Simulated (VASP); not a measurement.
Here is the system:

```xyz
8
Lattice="-2.6985 2.6985 5.3956 2.6985 -2.6985 5.3956 2.6985 2.6985 -5.3956" Properties=species:S:1:pos:R:3 pbc="T T T"
Zn     0.0000     0.0000     0.0000
Cu     2.6985     0.0000     2.6978
Cu     0.0000     2.6985     2.6978
Sn     0.0000     0.0000     5.3956
S     -1.3922     1.3922     6.8336
S      1.3922     1.3922     3.9576
S      1.3922    -1.3922     6.8336
S      1.3063     1.3063    -1.4380
```

These are LDA (Ceperley-Alder, Perdew-Zunger), VASP's LDA PAW potentials (set 64) (plane waves; VASP) values and carry that method's errors. Numerical set-up: 300 eV cut-off, 5×5×5 Γ-centred mesh, Gaussian smearing of 0.10 eV, potentials Zn Cu Sn_d S.

Problem. Give the energies of bands 27 to 40 at the high-symmetry points, in eV from the Fermi level.

Solution. 
| band | Γ | X | P | N | M | S | R |
|---|---|---|---|---|---|---|---|
| 27 | -2.22 | -2.15 | -2.15 | -2.24 | -2.50 | -2.32 | -2.21 |
| 28 | -2.17 | -2.13 | -2.15 | -2.19 | -2.17 | -2.08 | -2.12 |
| 29 | -2.12 | -1.87 | -1.75 | -2.07 | -2.04 | -2.07 | -1.94 |
| 30 | -2.12 | -1.79 | -1.69 | -2.03 | -1.98 | -2.03 | -1.82 |
| 31 | -2.03 | -1.58 | -1.67 | -1.48 | -1.98 | -1.56 | -1.75 |
| 32 | -1.82 | -1.47 | -1.67 | -1.46 | -1.87 | -1.52 | -1.53 |
| 33 | -1.74 | -1.43 | -1.09 | -1.29 | -1.50 | -1.42 | -1.30 |
| 34 | -0.14 | -0.55 | -1.09 | -1.23 | -1.39 | -1.37 | -0.82 |
| 35 | 0.00 | -0.53 | -0.50 | -0.91 | -0.70 | -0.96 | -0.73 |
| 36 | 0.00 | -0.44 | -0.48 | -0.83 | -0.70 | -0.58 | -0.49 |
| 37 | 0.00 | 0.43 | 0.71 | 1.61 | 1.18 | 1.51 | 0.75 |
| 38 | 1.79 | 2.46 | 2.29 | 3.06 | 1.84 | 2.30 | 2.85 |
| 39 | 3.02 | 2.67 | 3.48 | 3.40 | 1.84 | 3.17 | 2.94 |
| 40 | 3.57 | 4.10 | 3.48 | 3.77 | 1.98 | 3.56 | 3.84 |

It has no gap at this level: it comes out as a metal or semimetal.

The structure comes from a computed database's ZnCu2SnS4 entry (I-42m); how it stands against other phases isn't given here. The cell was not relaxed at this level. The k-mesh is coarse (spacing up to 0.33 per Å, 2π included), so the numbers may not be converged in it.
